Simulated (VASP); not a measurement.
Output of a VASP run:

### OUTCAR
```
 ion  position               nearest neighbor table
   1  0.500  0.500  0.500-   2 2.47   2 2.47   2 2.47   2 2.47   2 2.47   2 2.47   2 2.47   2 2.47
  LATTYP: Found a simple cubic cell.
 ALAT       =     2.8483213597
 Subroutine PRICEL returns:
 Original cell was already a primitive cell.
 Subroutine GETGRP returns: Found 48 space group operations
The static configuration has the point symmetry O_h .
The dynamic configuration has the point symmetry O_h .
 Subroutine INISYM returns: Found 48 space group operations
 Subroutine IBZKPT returns following result:
 Found     84 irreducible k-points:

 Following reciprocal coordinates:
            Coordinates               Weight
  0.000000  0.000000  0.000000      1.000000
  0.083333  0.000000  0.000000      6.000000
  0.166667  0.000000  0.000000      6.000000
  0.250000  0.000000  0.000000      6.000000
  0.333333  0.000000  0.000000      6.000000
  0.416667  0.000000  0.000000      6.000000
  0.500000  0.000000  0.000000      3.000000
  0.083333  0.083333  0.000000     12.000000
  0.166667  0.083333  0.000000     24.000000
  0.250000  0.083333  0.000000     24.000000
  0.333333  0.083333  0.000000     24.000000
  0.416667  0.083333  0.000000     24.000000
  0.500000  0.083333  0.000000     12.000000
  0.166667  0.166667  0.000000     12.000000
  0.250000  0.166667  0.000000     24.000000
  0.333333  0.166667  0.000000     24.000000
  0.416667  0.166667  0.000000     24.000000
  0.500000  0.166667  0.000000     12.000000
  0.250000  0.250000  0.000000     12.000000
  0.333333  0.250000  0.000000     24.000000
  0.416667  0.250000  0.000000     24.000000
  0.500000  0.250000  0.000000     12.000000
  0.333333  0.333333  0.000000     12.000000
  0.416667  0.333333  0.000000     24.000000
  0.500000  0.333333  0.000000     12.000000
  0.416667  0.416667  0.000000     12.000000
  0.500000  0.416667  0.000000     12.000000
  0.500000  0.500000  0.000000      3.000000
  0.083333  0.083333  0.083333      8.000000
  0.166667  0.083333  0.083333     24.000000
  0.250000  0.083333  0.083333     24.000000
  0.333333  0.083333  0.083333     24.000000
  0.416667  0.083333  0.083333     24.000000
  0.500000  0.083333  0.083333     12.000000
  0.166667  0.166667  0.083333     24.000000
  0.250000  0.166667  0.083333     48.000000
  0.333333  0.166667  0.083333     48.000000
  0.416667  0.166667  0.083333     48.000000
  0.500000  0.166667  0.083333     24.000000
  0.250000  0.250000  0.083333     24.000000
   k-points           NKPTS =     84   k-points in BZ     NKDIM =     84   number of bands    NBANDS=     15
   number of dos      NEDOS =    301   number of ions     NIONS =      2
   total plane-waves  NPLWV =  13824
   dimension x,y,z NGX =    24 NGY =   24 NGZ =   24
   dimension x,y,z NGXF=    48 NGYF=   48 NGZF=   48
   ions per type =               1   1
   PREC   = accura    normal or accurate (medium, high low for compatibility)
   ISTART =      0    job   : 0-new  1-cont  2-samecut
   ICHARG =      2    charge: 1-file 2-atom 10-const
   ISPIN  =      1    spin polarized calculation?
   LNONCOLLINEAR =      F non collinear calculations
   LSORBIT =      F    spin-orbit coupling
   INIWAV =      1    electr: 0-lowe 1-rand  2-diag
   ENCUT  =  520.0 eV  38.22 Ry    6.18 a.u.   5.30  5.30  5.30*2*pi/ulx,y,z
   NELM   =    100;   NELMIN=  2; NELMDL= -5     # of ELM steps
   EDIFF  = 0.1E-05   stopping-criterion for ELM
   LREAL  =      F    real-space projection
   NLSPLINE    = F    spline interpolate recip. space projectors
   LMAXMIX     =    4 max onsite mixed and CHGCAR
   VOSKOWN=      0    Vosko Wilk Nusair interpolation
   EDIFFG = -.1E-01   stopping-criterion for IOM
   NSW    =     60    number of steps for IOM
   NBLOCK =      1;   KBLOCK =     60    inner block; outer block
   IBRION =      2    ionic relax: 0-MD 1-quasi-New 2-CG
   NFREE  =      1    steps in history (QN), initial steepest desc. (CG)
...
```

OSZICAR:
```
       N       E                     dE             d eps       ncg     rms          rms(c)
DAV:   1     0.126156972657E+03    0.12616E+03   -0.14710E+04  2640   0.366E+03
DAV:   2     0.161377658612E+01   -0.12454E+03   -0.12096E+03  2681   0.488E+02
DAV:   3    -0.877327183483E+01   -0.10387E+02   -0.10336E+02  3318   0.148E+02
DAV:   4    -0.900309398157E+01   -0.22982E+00   -0.22977E+00  3561   0.244E+01
DAV:   5    -0.901317082783E+01   -0.10077E-01   -0.10076E-01  4065   0.413E+00    0.582E+00
DAV:   6    -0.284404118505E+02   -0.19427E+02   -0.47496E+01  2656   0.743E+01    0.128E+01
DAV:   7    -0.277810072304E+02    0.65940E+00   -0.90368E-01  2840   0.135E+01    0.104E+01
DAV:   8    -0.265800848094E+02    0.12009E+01   -0.25410E+00  2920   0.217E+01    0.460E+00
DAV:   9    -0.266738608805E+02   -0.93776E-01   -0.55374E+00  2677   0.401E+01    0.480E+00
DAV:  10    -0.263523013889E+02    0.32156E+00   -0.77514E-01  2774   0.166E+01    0.182E+00
DAV:  11    -0.263157273817E+02    0.36574E-01   -0.11970E-01  3298   0.486E+00    0.669E-01
DAV:  12    -0.263106626557E+02    0.50647E-02   -0.16839E-02  3630   0.177E+00    0.306E-01
DAV:  13    -0.263104024578E+02    0.26020E-03   -0.14859E-03  2916   0.634E-01    0.233E-01
DAV:  14    -0.263105796355E+02   -0.17718E-03   -0.19277E-03  3293   0.684E-01    0.100E-01
DAV:  15    -0.263104783580E+02    0.10128E-03   -0.51669E-04  3296   0.330E-01    0.296E-02
DAV:  16    -0.263104975760E+02   -0.19218E-04   -0.14592E-05  2682   0.395E-02    0.882E-03
DAV:  17    -0.263104989148E+02   -0.13387E-05   -0.10829E-06  2351   0.138E-02    0.300E-03
DAV:  18    -0.263104988935E+02    0.21290E-07   -0.18300E-06  1509   0.225E-02
   1 F= -.26310499E+02 E0= -.26310766E+02  d E =-.263105E+02
       N       E                     dE             d eps       ncg     rms          rms(c)
DAV:   1    -0.263120681744E+02   -0.15693E-02   -0.22529E-02  2569   0.294E+00    0.303E-01
DAV:   2    -0.263118011892E+02    0.26699E-03   -0.15650E-02  2577   0.192E+00    0.252E-01
DAV:   3    -0.263106154456E+02    0.11857E-02   -0.70836E-03  2677   0.128E+00    0.975E-02
DAV:   4    -0.263104471954E+02    0.16825E-03   -0.37738E-04  3299   0.300E-01    0.169E-02
DAV:   5    -0.263104271682E+02    0.20027E-04   -0.20523E-05  3417   0.818E-02    0.242E-03
DAV:   6    -0.263104286022E+02   -0.14339E-05   -0.23328E-06  2695   0.146E-02    0.233E-03
DAV:   7    -0.263104291428E+02   -0.54060E-06   -0.38739E-07  1309   0.813E-03
   2 F= -.26310429E+02 E0= -.26310698E+02  d E =0.697507E-04
       N       E                     dE             d eps       ncg     rms          rms(c)
DAV:   1    -0.263115043750E+02   -0.10758E-02   -0.13931E-02  2555   0.230E+00    0.238E-01
DAV:   2    -0.263113082096E+02    0.19617E-03   -0.95709E-03  2577   0.150E+00    0.197E-01
DAV:   3    -0.263106018246E+02    0.70638E-03   -0.43243E-03  2663   0.101E+00    0.766E-02
DAV:   4    -0.263105040509E+02    0.97774E-04   -0.23355E-04  3324   0.235E-01    0.134E-02
DAV:   5    -0.263104983761E+02    0.56748E-05   -0.12446E-05  3325   0.642E-02    0.197E-03
DAV:   6    -0.263104989833E+02   -0.60714E-06   -0.11016E-06  1593   0.115E-02
   3 F= -.26310499E+02 E0= -.26310766E+02  d E =-.897817E-07
```

### OUTCAR
```
------------------------ aborting loop because EDIFF is reached ----------------------------------------
  FORCE on cell =-STRESS in cart. coord.  units (eV):
  Direction    XX          YY          ZZ          XY          YZ          ZX
  --------------------------------------------------------------------------------------
  Total        0.0112334      0.0112334      0.0112334      0.0000000     -0.0000000     -0.0000000
  in kB        0.7784279      0.7784279      0.7784279      0.0000000     -0.0000000     -0.0000000
  external PRESSURE =       0.7784279 kB  Pullay stress =       0.0000000 kB
  volume of cell :       23.12
      direct lattice vectors                 reciprocal lattice vectors
     2.848834447  0.000000000 -0.000000000     0.351020749 -0.000000000 -0.000000000
     0.000000000  2.848834447 -0.000000000     0.000000000  0.351020749  0.000000000
     0.000000000 -0.000000000  2.848834447     0.000000000  0.000000000  0.351020749
 POSITION                                       TOTAL-FORCE (eV/Angst)
 -----------------------------------------------------------------------------------
      1.42442      1.42442      1.42442         0.000000     -0.000000      0.000000
      0.00000      0.00000      0.00000        -0.000000      0.000000      0.000000
 -----------------------------------------------------------------------------------
    total drift:                                0.000000      0.000000     -0.000000
  FREE ENERGIE OF THE ION-ELECTRON SYSTEM (eV)
  ---------------------------------------------------
  free  energy   TOTEN  =       -26.3104989833 eV

  energy  without entropy=      -26.3113009517  energy(sigma->0) =      -26.31076631

 reached required accuracy - stopping structural energy minimisation
```
(Selected blocks of OUTCAR.)

File POSCAR:
```
CoGa
1
    2.8483213597     0.0000000000     0.0000000000
    0.0000000000     2.8483213597    -0.0000000000
    0.0000000000     0.0000000000     2.8483213597
Ga Co
1 1
Direct
  0.5000000000   0.5000000000   0.5000000000
  0.0000000000   0.0000000000   0.0000000000
```

**Question.** Reconstruct the remaining input files.

**Answer.** Several could match; the one computed here: the input of the run itself, TPSS meta-GGA, plane waves, VASP's PBE PAW potentials (set 64).

**INCAR**
```
SYSTEM = CoGa
PREC = Accurate; ENCUT = 520; LREAL = .FALSE.
LASPH = .TRUE.
EDIFF = 1E-6; NELM = 100; ALGO = Normal
LMAXMIX = 4; LMIXTAU = .TRUE.
ISMEAR = 1; SIGMA = 0.1
METAGGA = TPSS
IBRION = 2; NSW = 60; ISIF = 3
EDIFFG = -0.01
LWAVE = .FALSE.; LCHARG = .FALSE.
```

**KPOINTS**
```
Automatic mesh
0
Gamma
12 12 12
0 0 0
```

POTCAR, in this order: Ga_d Co (PBE.64 set). Program: vasp_std.

The compound is CoGa in the CsCl type structure. This run relaxes it. Symmetry was kept, so distortions that lower it aren't found. The start is the result of an earlier pass. The run is not spin-polarised, so no magnetic state was tried.
